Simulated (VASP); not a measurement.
These are SCAN meta-GGA, VASP's PBE PAW potentials (set 64) (plane waves; VASP 6.6.1) values and carry that method's errors.

The input files of a VASP run:

### KPOINTS
```
Automatic mesh
0
Gamma
1 1 1
0 0 0
```

### POSCAR
```
Pb atom
12.0
  1.0000000000   0.0000000000   0.0000000000
  0.0000000000   1.0416666667   0.0000000000
  0.0000000000   0.0000000000   1.0833333333
Pb
1
Cartesian
  0.0000000000   0.0000000000   0.0000000000
```

### INCAR
```
LMIXTAU = T
ISYM = 0
SIGMA = 0.01   # width (eV)
LORBIT = 10
PREC = Normal
NELM = 200
MAGMOM = 2
ENCUT = 520   # plane-wave cut-off (eV)
LMAXMIX = 4
METAGGA = SCAN
ISMEAR = 0   # Gaussian
SYSTEM = Pb atom
EDIFF = 1E-6   # SCF stop (eV)
ALGO = All   # all-band CG
NUPDOWN = 2
LWAVE = F
LREAL = F
LASPH = T
ISPIN = 2
LCHARG = F
```

POTCAR, in this order: Pb_d (PBE.64 set). Program: vasp_gam. Read from the step before: WAVECAR.

Output

### OSZICAR
```
       N       E                     dE             d eps       ncg     rms           ort
SDA:   1    -0.725126571567E+02   -0.72513E+02    0.00000E+00    12   0.835E-01   0.000E+00
SDA:   2    -0.725727870878E+02   -0.60130E-01   -0.59774E-01    12   0.855E-01  -0.213E-01
SDA:   3    -0.726391280605E+02   -0.66341E-01   -0.66392E-01    12   0.107E+00  -0.280E-01
SDA:   4    -0.726652229556E+02   -0.26095E-01   -0.29760E-01    12   0.693E-01  -0.397E-01
CGA:   5    -0.726755635601E+02   -0.10341E-01   -0.10320E-01    12   0.107E-01  -0.266E-03
CGA:   6    -0.726781491586E+02   -0.25856E-02   -0.25825E-02    12   0.639E-02   0.204E-03
CGA:   7    -0.726800349956E+02   -0.18858E-02   -0.18746E-02    12   0.946E-03   0.250E-03
CGA:   8    -0.726802848591E+02   -0.24986E-03   -0.24761E-03    12   0.252E-03   0.110E-03
CGA:   9    -0.726803955212E+02   -0.11066E-03   -0.10320E-03    12   0.104E-03   0.434E-04
CGA:  10    -0.726804304006E+02   -0.34879E-04   -0.34737E-04    12   0.465E-04  -0.188E-04
SDA:  11    -0.726804334356E+02   -0.30350E-05   -0.57502E-05    12   0.173E-04   0.175E-04
SDA:  12    -0.726804340180E+02   -0.58240E-06   -0.25298E-05    12   0.658E-05   0.859E-05
SDA:  13    -0.726804371064E+02   -0.30884E-05   -0.31617E-05    12   0.314E-05   0.374E-05
CGA:  14    -0.726804397217E+02   -0.26153E-05   -0.25298E-05    12   0.207E-05   0.417E-08
SDA:  15    -0.726804399231E+02   -0.20142E-06   -0.42453E-06    12   0.846E-06   0.693E-06
   1 F= -.72680440E+02 E0= -.72680440E+02  d E =-.678300E-23  mag=     2.0000
```

**OUTCAR**
```
------------------------ aborting loop because EDIFF is reached ----------------------------------------
  FORCE on cell =-STRESS in cart. coord.  units (eV):
  Direction    XX          YY          ZZ          XY          YZ          ZX
  --------------------------------------------------------------------------------------
  Total       -0.0112296     -0.0041570     -0.0150887     -0.0012158     -0.0001301     -0.0001900
  in kB       -0.0092266     -0.0034155     -0.0123973     -0.0009990     -0.0001069     -0.0001561
  external PRESSURE =      -0.0083465 kB  Pullay stress =       0.0000000 kB
  volume of cell :     1950.00
      direct lattice vectors                 reciprocal lattice vectors
    12.000000000  0.000000000  0.000000000     0.083333333  0.000000000  0.000000000
     0.000000000 12.500000000  0.000000000     0.000000000  0.080000000  0.000000000
     0.000000000  0.000000000 13.000000000     0.000000000  0.000000000  0.076923077
 POSITION                                       TOTAL-FORCE (eV/Angst)
 -----------------------------------------------------------------------------------
      0.00000      0.00000      0.00000        -0.000068      0.000033     -0.000010
 -----------------------------------------------------------------------------------
    total drift:                               -0.000068      0.000033     -0.000010
  FREE ENERGIE OF THE ION-ELECTRON SYSTEM (eV)
  ---------------------------------------------------
  free  energy   TOTEN  =       -72.6804399231 eV

  energy  without entropy=      -72.6804399231  energy(sigma->0) =      -72.68043992

 total charge

# of ion       s       p       d       tot
------------------------------------------
    1        1.431   0.685   9.784  11.900

 magnetization (x)

# of ion       s       p       d       tot
------------------------------------------
    1       -0.038   0.685  -0.012   0.635
```
(Selected blocks of OUTCAR.)

The atom may not be in its lowest state.

The cell is a free atom in a box.
